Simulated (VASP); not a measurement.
The input files of a VASP run:

File POSCAR:
```
BN
1.0
  1.2604069613  -2.1830891133   0.0000000000
  1.2604069613   2.1830891133   0.0000000000
  0.0000000000   0.0000000000   4.1699005312
B N
2 2
Cart
  1.2604069613  -0.7276978265   2.0863210257
  1.2604069613   0.7276978265   0.0013707601
  1.2604069613  -0.7276978265   3.6472922047
  1.2604069613   0.7276978265   1.5623419391
```

**KPOINTS**
```
K-points
0
Gamma
 10 10 5
0 0 0
```

### INCAR
```
# general
SYSTEM =BN
PREC   =Accurate
ENCUT  =620
LREAL  =.FALSE.
LASPH  =.TRUE.

# electronic loop
EDIFF  =1E-6
NELM   =100
ALGO   =Normal

# smearing
ISMEAR =0
SIGMA  =0.05

# functional
GGA    =PS

# ions
IBRION =2
NSW    =40
ISIF   =3
EDIFFG =-0.02
PSTRESS=200

# output
LWAVE  =.FALSE.
LCHARG =.FALSE.
```

POTCAR, in this order: B N (PBE.64 set). Program: vasp_std.

**Question.** Translate this PBEsol calculation to Quantum ESPRESSO's pw.x.

**Answer.** One equivalent input (not run):
```
&CONTROL
  calculation = 'vc-relax'
  pseudo_dir = './pseudo'
  outdir = './out'
  tprnfor = .true.
  tstress = .true.
  nstep = 40
  forc_conv_thr = 0.00078
/
&SYSTEM
  ibrav = 0
  nat = 4
  ntyp = 2
  ecutwfc = 84
  occupations = 'smearing'
  smearing = 'gaussian'
  degauss = 0.003675
  input_dft = 'pbesol'
/
&ELECTRONS
  conv_thr = 7.3e-08
  electron_maxstep = 100
/
&IONS
/
&CELL
  press = 200
/
ATOMIC_SPECIES
  B 10.810 B.upf
  N 14.007 N.upf
CELL_PARAMETERS angstrom
     1.2604070   -2.1830891    0.0000000
     1.2604070    2.1830891    0.0000000
     0.0000000    0.0000000    4.1699005
ATOMIC_POSITIONS crystal
  B    0.6666670  0.3333330  0.5003287
  B    0.3333330  0.6666670  0.0003287
  N    0.6666670  0.3333330  0.8746713
  N    0.3333330  0.6666670  0.3746713
K_POINTS automatic
  10 10 5 0 0 0
```
What does not carry over: the potentials are each code's own (VASP's PAW set, PseudoDojo norm-conserving files in pw.x), so ENCUT and ecutwfc are chosen apart and not converted; conv_thr bounds pw.x's estimated SCF error, while EDIFF bounds the energy change between steps; forc_conv_thr acts on force components and is met together with etot_conv_thr.

The compound is BN in the wurtzite structure, a metastable high-pressure form. This run relaxes it under an external pressure of 20 GPa. Symmetry was kept, so distortions that lower it aren't found.
